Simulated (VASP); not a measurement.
# Bi2Pd (Urvantsevite): accuracy against cost in the k-mesh and smearing, part 2 of 4

How sensitive are energy, pressure and forces of Bi2Pd (Urvantsevite) to the k-mesh and smearing? The series runs use LDA. The start is a cell from a database of measured crystal structures.

VASP 6.6.1; LDA; plane waves and PAW (Bi_d, Pd).

So far. Step 6 (K-mesh: 6 6 6): Against the run before the energy moves by -23.63 meV an atom and the pressure by +0.11 GPa, after 12 cycles in 11 s.

### Step 7. K-mesh: 8 8 8

Contents of INCAR:

```
SYSTEM = Bi2Pd
PREC = Accurate
ENCUT = 400
EDIFF = 1E-06
NELM = 100
ISMEAR = -1
SIGMA = 0.05
LREAL = .FALSE.
ALGO = Normal
GGA = CA
NBANDS = 26
LASPH = .TRUE.
LORBIT = 11
LWAVE = .FALSE.
LCHARG = .FALSE.
KPAR = 4
ISIF = 2
```

Contents of POSCAR:

```
Bi2Pd
1.0
    0.0000000000     -3.3620000000      0.0000000000
   -3.3620000000      0.0000000000      0.0000000000
    1.6810000000     -1.6810000000     -6.4915000000
Bi Pd
2 1
Direct
    0.3630000000      0.6370000000      0.2740000000
    0.6370000000      0.3630000000      0.7260000000
    0.0000000000      0.0000000000      0.0000000000
```

Contents of KPOINTS:

```
Automatic mesh
0
Gamma
8 8 8
0 0 0
```

The projector-augmented-wave data sets are Bi_d and Pd (PBE family, release 64).

On the command line:

```console
mpirun -np 4 vasp_std
```

The log of the run:

```text
[... set-up lines as in an earlier step ...]
 entering main loop
       N       E                     dE             d eps       ncg     rms          rms(c)
DAV:   1     0.374485179853E+03    0.37449E+03   -0.17972E+04  3094   0.160E+03
DAV:   2     0.155569562706E+02   -0.35893E+03   -0.35185E+03  3122   0.431E+02
DAV:   3    -0.156542751291E+02   -0.31211E+02   -0.30806E+02  3778   0.146E+02
DAV:   4    -0.166308319691E+02   -0.97656E+00   -0.97443E+00  3672   0.276E+01
[...]
DAV:  10    -0.163496684628E+02    0.64526E-04   -0.65128E-04  3336   0.196E-01    0.292E-02
DAV:  11    -0.163496652057E+02    0.32570E-05   -0.81394E-05  3966   0.654E-02    0.542E-03
DAV:  12    -0.163496655308E+02   -0.32510E-06   -0.40350E-06  3134   0.138E-02
   1 F= -.16349666E+02 E0= -.16345519E+02  d E =-.829394E-02
```

It took 16 s on 4 MPI ranks of Intel Xeon Platinum 8259CL at 2.50GHz (Skylake/Cascade Lake), shared host; peak memory 0.75 GiB; 62 s of CPU time.

Parts of OUTCAR (step 7):

```text
  Total       -1.4955960     -1.4955960     -1.3915949      0.0000000      0.0000000      0.0000000
  in kB      -32.6576091    -32.6576091    -30.3866567      0.0000000      0.0000000      0.0000000
  external PRESSURE =     -31.9006250 kB  Pullay stress =       0.0000000 kB

 POSITION                                       TOTAL-FORCE (eV/Angst)
 -----------------------------------------------------------------------------------
     -1.68100     -1.68100     -1.77867         0.000000     -0.000000      0.323979
      0.00000     -3.36200     -4.71283        -0.000000      0.000000     -0.323979
      0.00000      0.00000      0.00000         0.000000      0.000000      0.000000
 -----------------------------------------------------------------------------------
    total drift:                                0.000000     -0.000000     -0.000000

  FREE ENERGIE OF THE ION-ELECTRON SYSTEM (eV)
  ---------------------------------------------------
  free  energy   TOTEN  =       -16.3496655308 eV

  energy  without entropy=      -16.3413715863  energy(sigma->0) =      -16.34551856

[... 1 part as in an earlier step ...]

[... 2 further parts left out ...]
[key lines of the parts left out:]
E-fermi :   8.8390
```

Against the run before the energy moves by +0.93 meV an atom and the pressure by +0.45 GPa, after 12 cycles in 16 s.

### Step 8. K-mesh: 10 10 10

INCAR is that of step 7.

POSCAR is that of step 7.

Contents of KPOINTS:

```
Automatic mesh
0
Gamma
10 10 10
0 0 0
```

On the command line:

```console
mpirun -np 4 vasp_std
```

The log of the run:

```text
[... set-up lines as in an earlier step ...]
 entering main loop
       N       E                     dE             d eps       ncg     rms          rms(c)
DAV:   1     0.377742939790E+03    0.37774E+03   -0.17869E+04  5332   0.159E+03
DAV:   2     0.158948829929E+02   -0.36185E+03   -0.35476E+03  5448   0.438E+02
DAV:   3    -0.156297355675E+02   -0.31525E+02   -0.31171E+02  6548   0.148E+02
DAV:   4    -0.166215755904E+02   -0.99184E+00   -0.98899E+00  6400   0.278E+01
[...]
DAV:  10    -0.163501627830E+02    0.59744E-04   -0.61186E-04  5778   0.187E-01    0.287E-02
DAV:  11    -0.163501594319E+02    0.33510E-05   -0.78212E-05  6948   0.657E-02    0.494E-03
DAV:  12    -0.163501596931E+02   -0.26115E-06   -0.39352E-06  5366   0.143E-02
   1 F= -.16350160E+02 E0= -.16344145E+02  d E =-.120285E-01
```

Wall time 25 s (4 MPI ranks); peak memory 0.91 GiB.

OUTCAR, selected parts (step 8):

```text
  Total       -1.4620936     -1.4620936     -1.7104645      0.0000000     -0.0000000     -0.0000000
  in kB      -31.9260572    -31.9260572    -37.3494471      0.0000000     -0.0000000     -0.0000000
  external PRESSURE =     -33.7338539 kB  Pullay stress =       0.0000000 kB

 POSITION                                       TOTAL-FORCE (eV/Angst)
 -----------------------------------------------------------------------------------
     -1.68100     -1.68100     -1.77867        -0.000000      0.000000      0.254182
      0.00000     -3.36200     -4.71283         0.000000     -0.000000     -0.254182
      0.00000      0.00000      0.00000         0.000000      0.000000      0.000000
 -----------------------------------------------------------------------------------
    total drift:                                0.000000     -0.000000     -0.000000

  FREE ENERGIE OF THE ION-ELECTRON SYSTEM (eV)
  ---------------------------------------------------
  free  energy   TOTEN  =       -16.3501596931 eV

  energy  without entropy=      -16.3381311757  energy(sigma->0) =      -16.34414543

[... 1 part as in an earlier step ...]

[... 2 further parts left out ...]
[key lines of the parts left out:]
E-fermi :   8.8478
```

Against the run before the energy moves by +0.46 meV an atom and the pressure by -0.18 GPa, after 12 cycles in 25 s.

### Step 9. K-mesh: 13 13 13

INCAR is that of step 8.

POSCAR is that of step 8.

Contents of KPOINTS:

```
Automatic mesh
0
Gamma
13 13 13
0 0 0
```

On the command line:

```console
mpirun -np 4 vasp_std
```

The log of the run:

```text
[... set-up lines as in an earlier step ...]
 entering main loop
       N       E                     dE             d eps       ncg     rms          rms(c)
DAV:   1     0.377431999784E+03    0.37743E+03   -0.17915E+04 10250   0.158E+03
DAV:   2     0.157998384820E+02   -0.36163E+03   -0.35448E+03 10424   0.437E+02
DAV:   3    -0.156230862493E+02   -0.31423E+02   -0.31033E+02 12422   0.147E+02
DAV:   4    -0.166227615181E+02   -0.99968E+00   -0.99793E+00 12374   0.278E+01
[...]
DAV:  10    -0.163496771420E+02    0.63285E-04   -0.62928E-04 10990   0.187E-01    0.288E-02
DAV:  11    -0.163496733702E+02    0.37718E-05   -0.76815E-05 13162   0.637E-02    0.544E-03
DAV:  12    -0.163496737183E+02   -0.34804E-06   -0.37493E-06 10412   0.130E-02
   1 F= -.16349674E+02 E0= -.16344529E+02  d E =-.102900E-01
```

Elapsed: 46 s, on 4 MPI ranks; peak memory 1.3 GiB.

OUTCAR, selected parts (step 9):

```text
  Total       -1.4870349     -1.4870349     -1.6748660      0.0000000      0.0000000      0.0000000
  in kB      -32.4706717    -32.4706717    -36.5721224      0.0000000      0.0000000      0.0000000
  external PRESSURE =     -33.8378219 kB  Pullay stress =       0.0000000 kB

 POSITION                                       TOTAL-FORCE (eV/Angst)
 -----------------------------------------------------------------------------------
     -1.68100     -1.68100     -1.77867         0.000000     -0.000000      0.241663
      0.00000     -3.36200     -4.71283        -0.000000      0.000000     -0.241663
      0.00000      0.00000      0.00000         0.000000      0.000000      0.000000
 -----------------------------------------------------------------------------------
    total drift:                                0.000000     -0.000000     -0.000000

  FREE ENERGIE OF THE ION-ELECTRON SYSTEM (eV)
  ---------------------------------------------------
  free  energy   TOTEN  =       -16.3496737183 eV

  energy  without entropy=      -16.3393837097  energy(sigma->0) =      -16.34452871

[... 1 part as in an earlier step ...]

[... 2 further parts left out ...]
[key lines of the parts left out:]
E-fermi :   8.8277
```

Against the run before the energy moves by -0.13 meV an atom and the pressure by -0.01 GPa, after 12 cycles in 46 s.

### Step 10. The k-mesh series as a table

This step: convergence of LDA results with the mesh; plane waves and PAW (VASP 6.6.1).

Derived from the runs above.

Differences are taken from the run with 13 13 13. Results of the series, by row:

```tsv
setting	status	energy less the reference (meV/atom)	pressure (GPa)	largest force difference (meV/Å)	SCF cycles	wall time (s)
2 2 2	converged	-352.6	-6.693	28.52	12	3.4
3 3 3	converged	-167.4	-3.489	300.4	12	4.6
4 4 4	converged	60.38	-2.553	172	12	6.6
5 5 5	converged	22.37	-3.744	79.94	12	6.2
6 6 6	converged	-1.257	-3.636	141	12	10.8
8 8 8	converged	-0.33	-3.19	82.32	12	16
10 10 10	converged	0.1278	-3.373	12.52	12	25
13 13 13	converged	0	-3.384	0	12	46
```

### Step 11. Smearing: ISMEAR = -1, SIGMA = 0.01

This step: LDA; plane waves and PAW (Bi_d, Pd) (VASP 6.6.1).

Smearing steadies the sum over the Fermi surface at the price of an entropy term.

INCAR, as its differences from that of step 9:

```diff
@@ -6,3 +6,3 @@
 ISMEAR = -1
-SIGMA = 0.05
+SIGMA = 0.01
 LREAL = .FALSE.
```

POSCAR is that of step 9.

Contents of KPOINTS:

```
Automatic mesh
0
Gamma
7 7 7
0 0 0
```

On the command line:

```console
mpirun -np 4 vasp_std
```

The log of the run:

```text
[... set-up lines as in an earlier step ...]
 entering main loop
       N       E                     dE             d eps       ncg     rms          rms(c)
DAV:   1     0.375213986552E+03    0.37521E+03   -0.17850E+04  2098   0.158E+03
DAV:   2     0.156909949188E+02   -0.35952E+03   -0.35257E+03  2100   0.435E+02
DAV:   3    -0.156132755120E+02   -0.31304E+02   -0.30821E+02  2568   0.147E+02
DAV:   4    -0.166334986214E+02   -0.10202E+01   -0.10158E+01  2516   0.278E+01
DAV:   5    -0.166724425586E+02   -0.38944E-01   -0.38942E-01  2870   0.489E+00    0.480E+00
DAV:   6    -0.164221486843E+02    0.25029E+00   -0.51579E-01  2298   0.635E+00    0.217E+00
DAV:   7    -0.163763833695E+02    0.45765E-01   -0.21291E-01  2480   0.380E+00    0.106E+00
DAV:   8    -0.163656125215E+02    0.10771E-01   -0.72627E-02  2454   0.174E+00    0.364E-01
DAV:   9    -0.163644375906E+02    0.11749E-02   -0.75260E-03  2786   0.759E-01    0.717E-02
DAV:  10    -0.163643800389E+02    0.57552E-04   -0.59832E-04  2236   0.185E-01    0.291E-02
DAV:  11    -0.163643775915E+02    0.24474E-05   -0.79434E-05  2730   0.705E-02    0.479E-03
DAV:  12    -0.163643777038E+02   -0.11231E-06   -0.44661E-06  2124   0.168E-02
   1 F= -.16364378E+02 E0= -.16363906E+02  d E =-.943076E-03
```

Run time: 12 s. Hardware: 4 MPI ranks; peak memory 0.67 GiB; 44 s of CPU time.

Parts of OUTCAR (step 11):

```text
   k-points           NKPTS =     40   k-points in BZ     NKDIM =     40   number of bands    NBANDS=     26

   NELECT =      40.0000    total number of electrons

 E-fermi :   8.8768

 k-point     1 :       0.0000    0.0000    0.0000
  band No.  band energies     occupation
    ...
     14       4.9676      2.00000
     15       5.6895      2.00000
     16       5.6895      2.00000
     17       6.0615      2.00000
     18       6.2962      2.00000
     19      10.4905      0.00000
     20      11.2942      0.00000
     21      11.2942      0.00000
     22      11.9707      0.00000
     23      11.9707      0.00000
    ...

  Total       -1.5745461     -1.5745461     -1.2602999      0.0000000      0.0000000     -0.0000000
  in kB      -34.3815536    -34.3815536    -27.5197191      0.0000000      0.0000000     -0.0000000
  external PRESSURE =     -32.0942754 kB  Pullay stress =       0.0000000 kB

 POSITION                                       TOTAL-FORCE (eV/Angst)
 -----------------------------------------------------------------------------------
     -1.68100     -1.68100     -1.77867        -0.000000      0.000000      0.215942
      0.00000     -3.36200     -4.71283         0.000000     -0.000000     -0.215942
      0.00000      0.00000      0.00000         0.000000      0.000000      0.000000
 -----------------------------------------------------------------------------------
    total drift:                                0.000000     -0.000000     -0.000000

  FREE ENERGIE OF THE ION-ELECTRON SYSTEM (eV)
  ---------------------------------------------------
  free  energy   TOTEN  =       -16.3643777038 eV

  energy  without entropy=      -16.3634346282  energy(sigma->0) =      -16.36390617

[... 6 parts as in an earlier step ...]

[... 10 further parts left out ...]
```

The k-mesh is coarse for a metal.

This step gave:

```
irreducible k points    : 40
free energy (TOTEN)     : -16.36 eV
energy at zero smearing : -16.36 eV
Fermi energy            : 8.877 eV
pressure                : -3.209 GPa
```

The series starts at -5.4546 eV an atom and -3.21 GPa, after 12 cycles in 12 s. The entropy term T·S comes to 0.31 meV an atom in size.

### Step 12. Smearing: ISMEAR = -1, SIGMA = 0.05

INCAR, as its differences from that of step 11:

```diff
@@ -6,3 +6,3 @@
 ISMEAR = -1
-SIGMA = 0.01
+SIGMA = 0.05
 LREAL = .FALSE.
```

POSCAR is that of step 11.

KPOINTS is that of step 11.

On the command line:

```console
mpirun -np 4 vasp_std
```

The log of the run:

```text
[... set-up lines as in an earlier step ...]
 entering main loop
       N       E                     dE             d eps       ncg     rms          rms(c)
DAV:   1     0.375210392721E+03    0.37521E+03   -0.17850E+04  2098   0.158E+03
DAV:   2     0.156893388465E+02   -0.35952E+03   -0.35254E+03  2100   0.435E+02
DAV:   3    -0.156197491169E+02   -0.31309E+02   -0.30821E+02  2568   0.147E+02
DAV:   4    -0.166401618944E+02   -0.10204E+01   -0.10165E+01  2516   0.278E+01
[...]
DAV:  10    -0.163704837845E+02    0.65507E-04   -0.63104E-04  2230   0.187E-01    0.292E-02
DAV:  11    -0.163704807581E+02    0.30264E-05   -0.77670E-05  2746   0.667E-02    0.517E-03
DAV:  12    -0.163704810600E+02   -0.30192E-06   -0.38418E-06  2078   0.138E-02
   1 F= -.16370481E+02 E0= -.16364866E+02  d E =-.112310E-01
```

Run time: 12 s. Hardware: 4 MPI ranks; peak memory 0.67 GiB; 46 s of CPU time.

Parts of OUTCAR (step 12):

```text
  Total       -1.5697151     -1.5697151     -1.2989824      0.0000000     -0.0000000      0.0000000
  in kB      -34.2760645    -34.2760645    -28.3643842      0.0000000     -0.0000000      0.0000000
  external PRESSURE =     -32.3055044 kB  Pullay stress =       0.0000000 kB

 POSITION                                       TOTAL-FORCE (eV/Angst)
 -----------------------------------------------------------------------------------
     -1.68100     -1.68100     -1.77867        -0.000000      0.000000      0.218914
      0.00000     -3.36200     -4.71283         0.000000     -0.000000     -0.218914
      0.00000      0.00000      0.00000         0.000000      0.000000      0.000000
 -----------------------------------------------------------------------------------
    total drift:                                0.000000     -0.000000     -0.000000

  FREE ENERGIE OF THE ION-ELECTRON SYSTEM (eV)
  ---------------------------------------------------
  free  energy   TOTEN  =       -16.3704810600 eV

  energy  without entropy=      -16.3592500371  energy(sigma->0) =      -16.36486555

[... 2 parts as in an earlier step ...]

[... 1 further part left out ...]
[key lines of the parts left out:]
E-fermi :   8.8742
```

Against the run before the energy at zero width moves by -0.32 meV an atom and the pressure by -0.02 GPa, after 12 cycles in 12 s. The entropy term T·S comes to 3.74 meV an atom in size.

### Step 13. Smearing: ISMEAR = -1, SIGMA = 0.1

INCAR, as its differences from that of step 12:

```diff
@@ -6,3 +6,3 @@
 ISMEAR = -1
-SIGMA = 0.05
+SIGMA = 0.1
 LREAL = .FALSE.
```

POSCAR is that of step 12.

KPOINTS is that of step 12.

On the command line:

```console
mpirun -np 4 vasp_std
```

The log of the run:

```text
[... set-up lines as in an earlier step ...]
 entering main loop
       N       E                     dE             d eps       ncg     rms          rms(c)
DAV:   1     0.375197365405E+03    0.37520E+03   -0.17850E+04  2098   0.158E+03
DAV:   2     0.156818354815E+02   -0.35952E+03   -0.35252E+03  2100   0.435E+02
DAV:   3    -0.156348472270E+02   -0.31317E+02   -0.30828E+02  2568   0.147E+02
DAV:   4    -0.166557235511E+02   -0.10209E+01   -0.10176E+01  2516   0.278E+01
[...]
DAV:  10    -0.163858500014E+02    0.64124E-04   -0.62719E-04  2230   0.185E-01    0.289E-02
DAV:  11    -0.163858468513E+02    0.31501E-05   -0.75862E-05  2730   0.652E-02    0.531E-03
DAV:  12    -0.163858471742E+02   -0.32290E-06   -0.37479E-06  2094   0.132E-02
   1 F= -.16385847E+02 E0= -.16366385E+02  d E =-.389238E-01
```

Wall time 11 s (4 MPI ranks); peak memory 0.68 GiB; 41 s of CPU time.

OUTCAR, selected parts (step 13):

```text
  Total       -1.5542364     -1.5542364     -1.3303948      0.0000000     -0.0000000      0.0000000
  in kB      -33.9380732    -33.9380732    -29.0503006      0.0000000     -0.0000000      0.0000000
  external PRESSURE =     -32.3088156 kB  Pullay stress =       0.0000000 kB

 POSITION                                       TOTAL-FORCE (eV/Angst)
 -----------------------------------------------------------------------------------
     -1.68100     -1.68100     -1.77867         0.000000      0.000000      0.227481
      0.00000     -3.36200     -4.71283         0.000000      0.000000     -0.227481
      0.00000      0.00000      0.00000         0.000000      0.000000      0.000000
 -----------------------------------------------------------------------------------
    total drift:                                0.000000     -0.000000     -0.000000

  FREE ENERGIE OF THE ION-ELECTRON SYSTEM (eV)
  ---------------------------------------------------
  free  energy   TOTEN  =       -16.3858471742 eV

  energy  without entropy=      -16.3469233777  energy(sigma->0) =      -16.36638528

[... 2 parts as in an earlier step ...]

[... 1 further part left out ...]
[key lines of the parts left out:]
E-fermi :   8.8544
```

Against the run before the energy at zero width moves by -0.51 meV an atom while the pressure stays within 0.01 GPa, after 12 cycles in 11 s. The entropy term T·S comes to 12.97 meV an atom in size.

### Step 14. Smearing: ISMEAR = -1, SIGMA = 0.2

INCAR, as its differences from that of step 13:

```diff
@@ -6,3 +6,3 @@
 ISMEAR = -1
-SIGMA = 0.1
+SIGMA = 0.2
 LREAL = .FALSE.
```

POSCAR is that of step 13.

KPOINTS is that of step 13.

On the command line:

```console
mpirun -np 4 vasp_std
```

The log of the run:

```text
[... set-up lines as in an earlier step ...]
 entering main loop
       N       E                     dE             d eps       ncg     rms          rms(c)
DAV:   1     0.375144081005E+03    0.37514E+03   -0.17850E+04  2098   0.158E+03
DAV:   2     0.156418009606E+02   -0.35950E+03   -0.35252E+03  2100   0.435E+02
DAV:   3    -0.156895033054E+02   -0.31331E+02   -0.30833E+02  2568   0.147E+02
DAV:   4    -0.167130080119E+02   -0.10235E+01   -0.10203E+01  2516   0.278E+01
[...]
DAV:  10    -0.164428662283E+02    0.64051E-04   -0.63124E-04  2230   0.186E-01    0.287E-02
DAV:  11    -0.164428627940E+02    0.34343E-05   -0.75892E-05  2706   0.639E-02    0.543E-03
DAV:  12    -0.164428631464E+02   -0.35239E-06   -0.37459E-06  2092   0.128E-02
   1 F= -.16442863E+02 E0= -.16366017E+02  d E =-.153692E+00
```

Elapsed: 12 s, on 4 MPI ranks; peak memory 0.67 GiB; 45 s of CPU time.

OUTCAR, selected parts (step 14):

```text
  Total       -1.4847368     -1.4847368     -1.3437833      0.0000000      0.0000000      0.0000000
  in kB      -32.4204909    -32.4204909    -29.3426512      0.0000000      0.0000000      0.0000000
  external PRESSURE =     -31.3945443 kB  Pullay stress =       0.0000000 kB

 POSITION                                       TOTAL-FORCE (eV/Angst)
 -----------------------------------------------------------------------------------
     -1.68100     -1.68100     -1.77867         0.000000      0.000000      0.247000
      0.00000     -3.36200     -4.71283         0.000000      0.000000     -0.247000
      0.00000      0.00000      0.00000         0.000000      0.000000      0.000000
 -----------------------------------------------------------------------------------
    total drift:                                0.000000     -0.000000     -0.000000

  FREE ENERGIE OF THE ION-ELECTRON SYSTEM (eV)
  ---------------------------------------------------
  free  energy   TOTEN  =       -16.4428631464 eV

  energy  without entropy=      -16.2891712351  energy(sigma->0) =      -16.36601719

[... 2 parts as in an earlier step ...]

[... 1 further part left out ...]
[key lines of the parts left out:]
E-fermi :   8.8038
```

Against the run before the energy at zero width moves by +0.12 meV an atom and the pressure by +0.09 GPa, after 12 cycles in 12 s. The entropy term T·S comes to 51.23 meV an atom in size.

[end of part 2 of 4]

[Lines on the potential files, build, host, timing and source positions are cut from VASP's logs without a mark.]

[Logs are printed without paths, hosts, clocks, repeated set-up lines and the standing remarks that a program may print on its own settings, such as how far it seeks lower states.]

[Hosts, paths, dates, database ids (printed as entryN), source tags and the programs' standing remarks are cut or masked in the printed files.]

[A measured line is paired with the nearest computed mode of its activity, which favours agreement.]
